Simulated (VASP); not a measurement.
Level of theory: optB86b-vdW, VASP's PBE PAW potentials (set 64) (plane waves; VASP).

VASP ran on this input.

### POSCAR
```
Co
1.0
  1.2550000000  -2.1737240000   0.0000000000
  1.2550000000   2.1737240000   0.0000000000
  0.0000000000   0.0000000000   4.0700000000
Co
2
Cartesian
  1.2550000000   0.7245761158   1.0175000000
  1.2550000000  -0.7245761158   3.0525000000
```

**INCAR**
```
SYSTEM = Co
PREC = Accurate
ENCUT = 520
EDIFF = 1E-6
NELM = 100
ALGO = Normal
LREAL = .FALSE.
LASPH = .TRUE.
ISMEAR = 1
SIGMA = 0.1
GGA = MK
PARAM1 = 0.1234
PARAM2 = 1.0
LUSE_VDW = .TRUE.
AGGAC = 0.0
LMAXMIX = 4
ISPIN = 2
MAGMOM = 1.8 1.8
LORBIT = 10
LWAVE = .FALSE.
LCHARG = .FALSE.
IBRION = 2
ISIF = 3
NSW = 60
EDIFFG = -0.01
```

File KPOINTS:
```
K-points
0
Gamma
15 15 8
```

POTCAR, in this order: Co (PBE.64 set). Program: vasp_std.

Energy and stress use the plane-wave basis of the starting cell.

### Question
What does the run give for the energy per atom (σ→0), cell moment, volume per atom, band gap (on the k-mesh)?

### Answer

- energy per atom (σ→0): -4.659 eV/atom
- cell moment: 3.16 μB
- band gap (on the k-mesh): none (metal, semimetal or under 0.01 eV)
- volume per atom: 10.53 Å^3/atom

**OSZICAR**
```
...
DAV:   6    -0.931713647206E+01    0.48827E-06   -0.60962E-07  4205   0.106E-02
   5 F= -.93171365E+01 E0= -.93175653E+01  d E =-.199270E-03  mag=     3.1627
       N       E                     dE             d eps       ncg     rms          rms(c)
DAV:   1    -0.931714512467E+01   -0.81643E-05   -0.28436E-04  9017   0.145E-01    0.184E-02
DAV:   2    -0.931713910990E+01    0.60148E-05   -0.35187E-06  7887   0.363E-02    0.937E-03
DAV:   3    -0.931713758037E+01    0.15295E-05   -0.30135E-06  7107   0.185E-02    0.255E-03
DAV:   4    -0.931713747446E+01    0.10591E-06   -0.37841E-07  4106   0.963E-03
   6 F= -.93171375E+01 E0= -.93175653E+01  d E =-.200273E-03  mag=     3.1623
```

The compound is Co in the hcp structure. This run relaxes it. Symmetry was kept, so distortions that lower it aren't found.
